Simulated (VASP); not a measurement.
Given:

```
HfS2
1.0
    1.86856    -3.23644     0.00000
    1.86856     3.23644     0.00000
    0.00000     0.00000     6.04477
Hf S
1 2
Direct
  0.00000   0.00000   0.00000
  0.33333   0.66667   0.23914
  0.66667   0.33333   0.76086
```

Method: vdW-DF2, VASP's PBE PAW potentials (set 64) (plane waves; VASP 6.6.1). Settings: 520 eV cut-off, Gaussian smearing of 0.050 eV, potentials Hf_pv S.

Unless said otherwise, spin-orbit coupling is left out, though it shifts the bands of the heavy elements here.

Give the energies of bands 6 to 14 at the high-symmetry points, in eV from the valence-band maximum.

| band | Γ | M | K | A | L | H |
|---|---|---|---|---|---|---|
| 6 | -4.23 | -4.42 | -3.73 | -3.29 | -4.51 | -3.49 |
| 7 | -2.64 | -2.58 | -3.15 | -2.61 | -3.09 | -3.31 |
| 8 | -2.64 | -2.33 | -3.15 | -2.61 | -2.45 | -3.31 |
| 9 | -0.17 | -2.20 | -1.91 | -1.59 | -2.09 | -1.95 |
| 10 | -0.17 | -1.70 | -1.91 | -0.27 | -1.08 | -1.64 |
| 11 | -0.01 | -1.28 | -1.52 | -0.27 | -0.82 | -1.64 |
| 12 | 1.92 | 1.35 | 2.42 | 1.89 | 1.27 | 2.57 |
| 13 | 1.92 | 3.59 | 3.42 | 1.89 | 3.59 | 3.21 |
| 14 | 2.55 | 3.60 | 3.42 | 2.69 | 3.62 | 3.21 |

The gap is indirect, 1.27 eV, from the valence maximum at Γ-M at 0.22 to the conduction minimum at L.

Measured: gap 1.80 eV (computed value off by -0.53 eV), as given by Miłosz Rybak et al., Nanomaterials (2022), arXiv:2210.12074.

The compound is HfS2 in the 1T layered structure. It was relaxed first, which changed the volume by +10 %.
